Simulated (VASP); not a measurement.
Output of a VASP run:

OSZICAR:
```
...
DAV:   7    -0.309576513831E+02   -0.32473E-06   -0.14776E-06  2240   0.117E-02    0.167E-03
DAV:   8    -0.309576514225E+02   -0.39378E-07   -0.43505E-07  2072   0.513E-03
   4 F= -.30957651E+02 E0= -.30957651E+02  d E =-.191182E-02
       N       E                     dE             d eps       ncg     rms          rms(c)
DAV:   1    -0.309601824854E+02   -0.25311E-02   -0.10109E+00  2112   0.110E+01    0.565E-01
DAV:   2    -0.309612765367E+02   -0.10941E-02   -0.69856E-02  1992   0.194E+00    0.366E-01
DAV:   3    -0.309588874369E+02    0.23891E-02   -0.67272E-03  2688   0.714E-01    0.133E-01
DAV:   4    -0.309585935919E+02    0.29384E-03   -0.17011E-03  2632   0.362E-01    0.444E-02
DAV:   5    -0.309585818397E+02    0.11752E-04   -0.18722E-04  2560   0.121E-01    0.165E-02
DAV:   6    -0.309585807545E+02    0.10851E-05   -0.20020E-05  2616   0.363E-02    0.108E-02
DAV:   7    -0.309585813850E+02   -0.63050E-06   -0.31636E-06  2248   0.171E-02    0.251E-03
DAV:   8    -0.309585814715E+02   -0.86500E-07   -0.10220E-06  2544   0.781E-03    0.124E-03
DAV:   9    -0.309585814510E+02    0.20507E-07   -0.98794E-08  1064   0.269E-03
   5 F= -.30958581E+02 E0= -.30958581E+02  d E =-.284185E-02
       N       E                     dE             d eps       ncg     rms          rms(c)
DAV:   1    -0.309577785749E+02    0.80290E-03   -0.19144E-01  2240   0.548E+00    0.911E-02
DAV:   2    -0.309589461216E+02   -0.11675E-02   -0.13446E-02  1992   0.828E-01    0.645E-02
DAV:   3    -0.309589624539E+02   -0.16332E-04   -0.55395E-04  2720   0.168E-01    0.374E-02
DAV:   4    -0.309589527561E+02    0.96978E-05   -0.55476E-05  2616   0.756E-02    0.216E-02
DAV:   5    -0.309589512405E+02    0.15156E-05   -0.21623E-05  2616   0.420E-02    0.532E-03
DAV:   6    -0.309589513313E+02   -0.90735E-07   -0.24096E-06  2568   0.148E-02    0.315E-03
DAV:   7    -0.309589513129E+02    0.18335E-07   -0.35262E-07  1760   0.520E-03
   6 F= -.30958951E+02 E0= -.30958951E+02  d E =-.369862E-03
       N       E                     dE             d eps       ncg     rms          rms(c)
DAV:   1    -0.309584550573E+02    0.49627E-03   -0.92891E-02  2240   0.382E+00    0.630E-02
DAV:   2    -0.309590232191E+02   -0.56816E-03   -0.65319E-03  1992   0.577E-01    0.444E-02
DAV:   3    -0.309590311271E+02   -0.79081E-05   -0.26889E-04  2712   0.117E-01    0.257E-02
DAV:   4    -0.309590264062E+02    0.47209E-05   -0.26744E-05  2616   0.526E-02    0.149E-02
DAV:   5    -0.309590256942E+02    0.71199E-06   -0.10508E-05  2608   0.294E-02    0.370E-03
DAV:   6    -0.309590257451E+02   -0.50863E-07   -0.12161E-06  2568   0.105E-02    0.219E-03
DAV:   7    -0.309590257353E+02    0.97834E-08   -0.15386E-07  1296   0.354E-03
   7 F= -.30959026E+02 E0= -.30959026E+02  d E =-.444284E-03
       N       E                     dE             d eps       ncg     rms          rms(c)
DAV:   1    -0.309589923938E+02    0.33351E-04   -0.76673E-03  2280   0.112E+00    0.210E-02
DAV:   2    -0.309590427458E+02   -0.50352E-04   -0.56631E-04  1976   0.165E-01    0.169E-02
DAV:   3    -0.309590430100E+02   -0.26421E-06   -0.27943E-05  2712   0.384E-02    0.946E-03
DAV:   4    -0.309590423903E+02    0.61974E-06   -0.34283E-06  2408   0.192E-02    0.521E-03
DAV:   5    -0.309590423216E+02    0.68687E-07   -0.11721E-06  2360   0.956E-03    0.128E-03
DAV:   6    -0.309590423147E+02    0.68931E-08   -0.13830E-07  1200   0.415E-03
   8 F= -.30959042E+02 E0= -.30959042E+02  d E =-.165794E-04
```

OUTCAR:
```
------------------------ aborting loop because EDIFF is reached ----------------------------------------
  FORCE on cell =-STRESS in cart. coord.  units (eV):
  Direction    XX          YY          ZZ          XY          YZ          ZX
  --------------------------------------------------------------------------------------
  Total        1.6438075      1.6438075      1.6667033      0.0000000      0.0000000      0.0000000
  in kB       41.1717437     41.1717437     41.7452072      0.0000000      0.0000000      0.0000000
  external PRESSURE =      41.3628982 kB  Pullay stress =       0.0000000 kB
  volume of cell :       63.97
      direct lattice vectors                 reciprocal lattice vectors
     3.980128305  0.000000000  0.000000000     0.251248182  0.000000000  0.000000000
     0.000000000  3.980128305  0.000000000     0.000000000  0.251248182  0.000000000
     0.000000000 -0.000000000  4.038016829     0.000000000 -0.000000000  0.247646318
 POSITION                                       TOTAL-FORCE (eV/Angst)
 -----------------------------------------------------------------------------------
      3.98013     -0.00000      4.03709        -0.000000      0.000000     -0.002527
      1.99006      1.99006      2.07668        -0.000000     -0.000000      0.001357
      1.99006      1.99006      3.94757        -0.000000     -0.000000      0.001439
      3.98013      1.99006      1.96317        -0.000000      0.000000     -0.000134
      1.99006      3.98013      1.96317         0.000000      0.000000     -0.000134
 -----------------------------------------------------------------------------------
    total drift:                                0.000000      0.000000      0.000010
  FREE ENERGIE OF THE ION-ELECTRON SYSTEM (eV)
  ---------------------------------------------------
  free  energy   TOTEN  =       -30.9590423147 eV

  energy  without entropy=      -30.9590423147  energy(sigma->0) =      -30.95904231

 reached required accuracy - stopping structural energy minimisation
```
(Selected blocks of OUTCAR.)

**POSCAR**
```
BaTiO3
1
    3.9626031679     0.0000000000     0.0000000000
    0.0000000000     3.9626031679     0.0000000000
    0.0000000000     0.0000000000     4.0738131382
Ba Ti O
1 1 3
Direct
  0.0000000000   0.0000000000   0.0033777059
  0.5000000000   0.5000000000   0.5213899616
  0.5000000000   0.5000000000   0.9702955874
  0.0000000000   0.5000000000   0.4844683725
  0.5000000000   0.0000000000   0.4844683725
```

Problem. Write an INCAR and KPOINTS that could have produced this output.

Solution. This is not unique; one that fits is the input of the run itself, optB88-vdW, plane waves, VASP's PBE PAW potentials (set 64).

**KPOINTS**
```
Automatic mesh
0
Gamma
 6 6 6
```

### INCAR
```
NSW  =  30
LCHARG  =  .FALSE.
EDIFFG  =  -0.01   ! ionic stop
LASPH  =  .TRUE.   ! aspherical one-centre terms
ISIF  =  4   ! ions and shape, fixed volume
LUSE_VDW  =  .TRUE.
PARAM1  =  0.1833333333
SIGMA  =  0.05   ! width (eV)
ALGO  =  Normal
LWAVE  =  .FALSE.
SYSTEM  =  BaTiO3
LREAL  =  .FALSE.   ! projection in real space or not
EDIFF  =  1E-7   ! SCF stop (eV)
NELM  =  100
ENCUT  =  520   ! plane-wave cut-off (eV)
IBRION  =  2   ! conjugate gradients
LMAXMIX  =  4   ! l cut-off of mixed one-centre charges
ISMEAR  =  0
AGGAC  =  0.0
GGA  =  BO
PREC  =  Accurate
PARAM2  =  0.22
```

POTCAR, in this order: Ba_sv Ti_sv O (PBE.64 set). Program: vasp_std.

The compound is BaTiO3 in the tetragonal perovskite structure. This cell is one point of a volume scan, at 0.97 of the reference volume. Symmetry was kept, so distortions that lower it aren't found.
